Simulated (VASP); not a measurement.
# B2Ir2Rh (I4/mmm) in VASP: single point with r2SCAN+U

Aim: the single point of B2Ir2Rh with r2SCAN+U.

All numbers are computed with VASP 6.6.1; they aren't measurements. Logs are shortened: lines on timing, memory, paths and dates and some standing lists are left out, and cuts for length are marked.

### 1 The structure

The structure is tetragonal, space group I4/mmm (No. 139). The conventional cell has a = 2.826 Å, b = 2.826 Å, c = 14.139 Å, α = 90.00°, β = 90.00°, γ = 90.00°. Around Ir (site symmetry 4mm) lie 4 B at 2.12 Å. Around B (site symmetry -4m2) lie 4 B at 2.00 Å and 4 Ir at 2.12 Å. Rh (site symmetry 4/mmm) is surrounded by 8 Ir at 2.79 Å and 4 Rh at 2.83 Å.

The cell was built by a generator and needn't be a form met in nature.

### 2 Single point, r2SCAN+U

POSCAR

```
B2Ir2Rh
1.0
    0.0000000000      2.8258786697     -0.0000001139
    2.8258786697      0.0000000000     -0.0000001139
    1.4129390501      1.4129390501     -7.0692627872
Ir B Rh
2 2 1
Direct
    0.3618313450      0.3618313450      0.2763373101
    0.6381686550      0.6381686550      0.7236626899
    0.7500000000      0.2500000000      0.5000000000
    0.2500000000      0.7500000000      0.5000000000
    0.0000000000      0.0000000000      0.0000000000
```

INCAR.step1

```
SYSTEM = B2Ir2Rh
ALGO = Normal
EDIFF = 1E-4
ENCUT = 520
GGA = PE
ISMEAR = 1
LASPH = .True.
LCHARG = .False.
LDAU = .True.
LDAUJ = 0 0 0
LDAUL = -1 -1 2
LDAUTYPE = 2
LDAUU = 0 0 3
LMAXMIX = 4
LREAL = .False.
LWAVE = .True.
NBANDS = 28
NELM = 150
PREC = Accurate
SIGMA = 0.1901
```

INCAR.step2

```
SYSTEM = B2Ir2Rh
ALGO = Normal
EDIFF = 1E-6
ENCUT = 520
ISIF = 2
ISMEAR = 1
ISTART = 1
LASPH = .True.
LCHARG = .False.
LDAU = .True.
LDAUJ = 0 0 0
LDAUL = -1 -1 2
LDAUPRINT = 1
LDAUTYPE = 2
LDAUU = 0 0 3
LMAXMIX = 4
LMIXTAU = .True.
LREAL = .False.
LWAVE = .False.
METAGGA = R2SCAN
NBANDS = 28
NELM = 150
PREC = Accurate
SIGMA = 0.1901
```

KPOINTS

```
k-points
0
Gamma
  6 6 6
  0 0 0
```

Potentials or basis: VASP PAW PBE potentials, release 64 (Ir, B, Rh_pv).

The run is started by

```console
$ cat potpaw_PBE.64/Ir/POTCAR potpaw_PBE.64/B/POTCAR potpaw_PBE.64/Rh_pv/POTCAR > POTCAR
$ cp INCAR.step1 INCAR
$ mpirun -np 1 vasp_std > vasp.out
$ cp INCAR.step2 INCAR
$ mpirun -np 1 vasp_std > vasp.out
```

OUTCAR:

```text
SYSTEM = B2Ir2Rh
   EDIFF = 1E-6
   ENCUT = 520
   ISIF = 2
   ISMEAR = 1
   ISTART = 1
   LASPH = .True.
   LREAL = .False.
   METAGGA = R2SCAN
   NELM = 150
   PREC = Accurate

 ion  position               nearest neighbor table
   1  0.362  0.362  0.276-   3 2.12   4 2.12   4 2.12   3 2.12   5 2.79   5 2.79   5 2.79   5 2.79

   2  0.638  0.638  0.724-   3 2.12   4 2.12   4 2.12   3 2.12   5 2.79   5 2.79   5 2.79   5 2.79

   3  0.750  0.250  0.500-   4 2.00   4 2.00   4 2.00   4 2.00   1 2.12   2 2.12   2 2.12   1 2.12

   4  0.250  0.750  0.500-   3 2.00   3 2.00   3 2.00   3 2.00   1 2.12   2 2.12   1 2.12   2 2.12

   5  0.000  0.000  0.000-   2 2.79   1 2.79   2 2.79   1 2.79   1 2.79   2 2.79   2 2.79   1 2.79

  LATTYP: Found a body centered tetragonal cell.
 ALAT       =     2.8258786697
 C/A-ratio  =     5.0032315606

  Lattice vectors:

 A1 = (  -1.4129390501,   1.4129396196,   7.0692626733)
 A2 = (   1.4129396196,  -1.4129390501,   7.0692626733)
 A3 = (   1.4129390501,   1.4129390501,  -7.0692627872)

Analysis of symmetry for initial positions (statically):
=====================================================================
 Subroutine PRICEL returns:
 Original cell was already a primitive cell.

 Routine SETGRP: Setting up the symmetry group for a
 body centered tetragonal supercell.

 Subroutine GETGRP returns: Found 16 space group operations
 (whereof 16 operations were pure point group operations)
 out of a pool of 16 trial point group operations.

The static configuration has the point symmetry D_4h.

Analysis of symmetry for dynamics (positions and initial velocities):
=====================================================================
 Subroutine PRICEL returns:
 Original cell was already a primitive cell.

 Routine SETGRP: Setting up the symmetry group for a
 body centered tetragonal supercell.

 Subroutine GETGRP returns: Found 16 space group operations
 (whereof 16 operations were pure point group operations)
 out of a pool of 16 trial point group operations.

The dynamic configuration has the point symmetry D_4h.

 Subroutine INISYM returns: Found 16 space group operations
 (whereof 16 operations are pure point group operations),
 and found     1 'primitive' translations

----------------------------------------------------------------------------------------

                                     Primitive cell

  volume of cell :      56.4522

  direct lattice vectors                    reciprocal lattice vectors
     0.000000000  2.825878670 -0.000000114     0.000000003  0.353872238  0.070728720
     2.825878670  0.000000000 -0.000000114     0.353872238  0.000000003  0.070728720
     1.412939050  1.412939050 -7.069262787    -0.000000006 -0.000000006 -0.141457468

  length of vectors
     2.825878670  2.825878670  7.346241888     0.360871324  0.360871324  0.141457468

  position of ions in fractional coordinates (direct lattice)
     0.361831345  0.361831345  0.276337310
     0.638168655  0.638168655  0.723662690
     0.750000000  0.250000000  0.500000000
     0.250000000  0.750000000  0.500000000
     0.000000000  0.000000000  0.000000000

  ion indices of the primitive-cell ions
   primitive index   ion index
                 1           1
                 2           2
                 3           3
                 4           4
                 5           5

----------------------------------------------------------------------------------------

 KPOINTS: k-points

Automatic generation of k-mesh.
[... 50 lines left out ...]
   total plane-waves  NPLWV =  32256
   dimension x,y,z NGX =    24 NGY =   24 NGZ =   56
   dimension x,y,z NGXF=    48 NGYF=   48 NGZF=  112
   ions per type =               2   2   1
   NGX,Y,Z   is equivalent  to a cutoff of  14.12, 14.12, 12.67 a.u.
   NGXF,Y,Z  is equivalent  to a cutoff of  28.24, 28.24, 25.35 a.u.
 SYSTEM =  B2Ir2Rh
   PREC   = accura    normal or accurate (medium, high low for compatibility)
   ISTART =      1    job   : 0-new  1-cont  2-samecut
   ICHARG =      0    charge: 1-file 2-atom 10-const
   ISPIN  =      1    spin polarized calculation?
   LNONCOLLINEAR =      F non collinear calculations
   LSORBIT =      F    spin-orbit coupling
   LASPH  =      T    aspherical Exc in radial PAW
   ENCUT  =  520.0 eV  38.22 Ry    6.18 a.u.   5.25  5.25 13.66*2*pi/ulx,y,z
   NELM   =    150;   NELMIN=  2; NELMDL=  0     # of ELM steps
   EDIFF  = 0.1E-05   stopping-criterion for ELM
   LREAL  =      F    real-space projection
[... 7 lines left out ...]
   TEBEG  =    0.0;   TEEND  =   0.0 temperature during run
   PSTRESS=    0.0 pullay stress
   NELECT =      39.0000    total number of electrons
   NUPDOWN=      -1.0000    fix difference up-down
   EMIN   =  10.00;   EMAX   =-10.00  energy-range for DOS
   EFERMI =   0.00;   METHOD = LEGACY
   ISMEAR =     1;   SIGMA  =   0.19  broadening in eV -4-tet -1-fermi 0-gaus
   EFERMI_NEDOS =   21; number of points for ismear=-14 and -15
   IALGO  =     38    algorithm
   IMIX   =      4    mixing-type and parameters
     AMIX     =   0.40;   BMIX     =  1.00
     AMIX_MAG =   1.60;   BMIX_MAG =  1.00
  volume/ion in A,a.u.               =      11.29        76.19
  Fermi-wavevector in a.u.,A,eV,Ry     =   1.447225  2.734858 28.496852  2.094460
  Thomas-Fermi vector in A             =   2.565204
   LORBIT       =      0    0 simple, 1 ext, 2 COOP (PROOUT), +10 PAW based schemes
 LDA+U is selected, type is set to LDAUTYPE =  2
   angular momentum for each species LDAUL =    -1   -1    2
   U (eV)           for each species LDAUU =   0.0  0.0  3.0
   J (eV)           for each species LDAUJ =   0.0  0.0  0.0
   METAGGA = R2SCAN    functional components
   LHFCALC =     F    Hartree Fock is set to
   AEXX    =    0.0000 exact exchange contribution
   IVDW    =     0    specifies the selected vdW correction
   LEPSILON=     F    determine dielectric tensor
   LRPA    =     F    only Hartree local field effects (RPA)
 non-spin polarized calculation
 Methfessel and Paxton  Order N= 1 SIGMA  =   0.19
  energy-cutoff  :      520.00
  volume of cell :       56.45
 maximum number of plane-waves:      1544
 NGX is ok and might be reduce to    24
   NGX = 11   NGY = 11   NGZ = 27

atom =   5  type =  3  l = 2

 onsite density matrix

spin component  1

  0.7433 -0.0000 -0.0000 -0.0000  0.0000
 -0.0000  0.6879  0.0000  0.0000  0.0000
 -0.0000  0.0000  0.8133  0.0000  0.0000
 -0.0000  0.0000  0.0000  0.6879 -0.0000
  0.0000  0.0000  0.0000 -0.0000  0.7177

spin component  2

  0.7433 -0.0000 -0.0000 -0.0000  0.0000
 -0.0000  0.6879  0.0000  0.0000  0.0000
 -0.0000  0.0000  0.8133  0.0000  0.0000
 -0.0000  0.0000  0.0000  0.6879 -0.0000
  0.0000  0.0000  0.0000 -0.0000  0.7177

 occupancies and eigenvectors

  o =  0.6879  v = -0.0000  0.6084  0.0000 -0.7936 -0.0000  0.0000  0.0000  0.0000  0.0000  0.0000      0.0000  0.0000  0.0000  0.0000  0.0000  0.0000  0.0000  0.0000  0.0000  0.0000
  o =  0.6879  v =  0.0000  0.0000  0.0000  0.0000  0.0000 -0.0000  0.6084  0.0000 -0.7936 -0.0000      0.0000  0.0000  0.0000  0.0000  0.0000  0.0000  0.0000  0.0000  0.0000  0.0000
  o =  0.6879  v = -0.0000 -0.7936  0.0000 -0.6084  0.0000  0.0000  0.0000  0.0000  0.0000  0.0000      0.0000  0.0000  0.0000  0.0000  0.0000  0.0000  0.0000  0.0000  0.0000  0.0000
  o =  0.6879  v =  0.0000  0.0000  0.0000  0.0000  0.0000 -0.0000 -0.7936  0.0000 -0.6084  0.0000      0.0000  0.0000  0.0000  0.0000  0.0000  0.0000  0.0000  0.0000  0.0000  0.0000
  o =  0.7177  v =  0.0000  0.0000  0.0000  0.0000  0.0000  0.0000 -0.0000  0.0000  0.0000 -1.0000      0.0000  0.0000  0.0000  0.0000  0.0000  0.0000  0.0000  0.0000  0.0000  0.0000
  o =  0.7177  v =  0.0000 -0.0000  0.0000  0.0000 -1.0000  0.0000  0.0000  0.0000  0.0000  0.0000      0.0000  0.0000  0.0000  0.0000  0.0000  0.0000  0.0000  0.0000  0.0000  0.0000
  o =  0.7433  v =  0.0000  0.0000  0.0000  0.0000  0.0000 -1.0000  0.0000 -0.0000  0.0000 -0.0000      0.0000  0.0000  0.0000  0.0000  0.0000  0.0000  0.0000  0.0000  0.0000  0.0000
  o =  0.7433  v = -1.0000  0.0000 -0.0000  0.0000 -0.0000  0.0000  0.0000  0.0000  0.0000  0.0000      0.0000  0.0000  0.0000  0.0000  0.0000  0.0000  0.0000  0.0000  0.0000  0.0000
  o =  0.8133  v =  0.0000  0.0000  0.0000  0.0000  0.0000  0.0000 -0.0000 -1.0000 -0.0000 -0.0000      0.0000  0.0000  0.0000  0.0000  0.0000  0.0000  0.0000  0.0000  0.0000  0.0000
  o =  0.8133  v =  0.0000 -0.0000 -1.0000 -0.0000 -0.0000  0.0000  0.0000  0.0000  0.0000  0.0000      0.0000  0.0000  0.0000  0.0000  0.0000  0.0000  0.0000  0.0000  0.0000  0.0000

 number of electron      39.0000004 magnetization

 Free energy of the ion-electron system (eV)
  ---------------------------------------------------
  ext. energy  EPLUGINS =         0.00000000
  ---------------------------------------------------
  free energy    TOTEN  =      -141.30770704 eV

  energy without entropy =     -141.30437419  energy(sigma->0) =     -141.30659609

 E-fermi :   9.3235     XC(G=0): -14.5383

 val. band max:        9.2624857205   @ k =  -0.3333  -0.0000   0.3333
 cond. band min:       9.3248991557   @ k =   0.5000  -0.0000   0.1667
 fundamental gap:      0.0624134352
 Fermi energy:         9.3235265327

 k-point     1 :       0.0000    0.0000    0.0000
  band No.  band energies     occupation
      1     -37.5252      2.00000
      2     -37.4101      2.00000
      3     -37.4101      2.00000
      4      -5.5116      2.00000
      5       0.3685      2.00000
      6       2.6369      2.00000
[... 733 lines left out ...]
     27      18.4743      0.00000
     28      19.6074      0.00000

 [... further k-points ...]

------------------------ aborting loop because EDIFF is reached ----------------------------------------

  FORCE on cell =-STRESS in cart. coord.  units (eV):
  Direction    XX          YY          ZZ          XY          YZ          ZX
  --------------------------------------------------------------------------------------
  -------------------------------------------------------------------------------------
  Total        0.2288233      0.2288233      0.8766262      0.0000000      0.0000000      0.0000000
  in kB        6.4942600      6.4942600     24.8796285      0.0000000      0.0000007      0.0000007
  external PRESSURE =      12.6227162 kB  Pullay stress =       0.0000000 kB

 VOLUME and BASIS-vectors are now :
 -----------------------------------------------------------------------------
  energy-cutoff  :      520.00
  volume of cell :       56.45
      direct lattice vectors                 reciprocal lattice vectors
     0.000000000  2.825878670 -0.000000114     0.000000003  0.353872238  0.070728720
     2.825878670  0.000000000 -0.000000114     0.353872238  0.000000003  0.070728720
     1.412939050  1.412939050 -7.069262787    -0.000000006 -0.000000006 -0.141457468

 POSITION                                       TOTAL-FORCE (eV/Angst)
 -----------------------------------------------------------------------------------
      1.41294      1.41294     -1.95350         0.000000      0.000000      0.398408
      2.82588      2.82588     -5.11576        -0.000000     -0.000000     -0.398408
      1.41294      2.82588     -3.53463         0.000000      0.000000     -0.000000
      2.82588      1.41294     -3.53463         0.000000      0.000000     -0.000000
      0.00000      0.00000      0.00000        -0.000000     -0.000000      0.000000
 -----------------------------------------------------------------------------------
    total drift:                               -0.000000     -0.000000      0.000000

  FREE ENERGIE OF THE ION-ELECTRON SYSTEM (eV)
  ---------------------------------------------------
  free  energy   TOTEN  =      -141.3077070379 eV

  energy  without entropy=     -141.3043741897  energy(sigma->0) =     -141.30659609
```

Run time: 2.8 min. Hardware: 1 thread of Intel Xeon Platinum 8375C at 2.90GHz (Ice Lake), shared host; peak memory 0.2 GiB.

What came out:

- Free energy: -141.3077 eV
- Pressure: 1.3 GPa
- Largest force: 0.398 eV/Å
- Band gap on the k mesh: none (metal or under the smearing width)

Forces in eV/Å, atoms in the order of the input:
```
Ir   0.000  0.000  0.398
Ir   0.000  0.000 -0.398
B    0.000  0.000  0.000
B    0.000  0.000  0.000
Rh   0.000  0.000  0.000
```

Stress tensor (GPa, compression positive):
```
0.65 0.00 0.00
0.00 0.65 0.00
0.00 0.00 2.49
```

Levels at points of the mesh, in eV from the Fermi level:
```
           k point  band 18  band 19  band 20  band 21  band 22  band 23
(0.00, 0.00, 0.00)    -1.25    -0.98    -0.41     0.20     0.77     3.67
(0.50, 0.00, 0.00)    -1.06    -0.16     0.04     1.05     1.82     2.24
(0.50, 0.50, 0.00)     0.90     0.93     0.93     0.98     1.47     3.13
(0.00, 0.00, 0.50)    -0.50    -0.44    -0.07    -0.07     0.25     2.80
```

Eigenvalues of the final occupation matrices:
```csv
site,spin,trace,eigenvalues
site 5 d,1,3.65,0.69 0.69 0.72 0.74 0.81
site 5 d,2,3.65,0.69 0.69 0.72 0.74 0.81
```

Caveat: the k mesh is coarse (spacing up to 0.38 Å⁻¹), so the values aren't converged; the PAW data sets were made with another functional, which shifts forces and pressure a little; U without spin polarisation on a metal has little footing; the U is typed as a test and isn't derived for this compound.
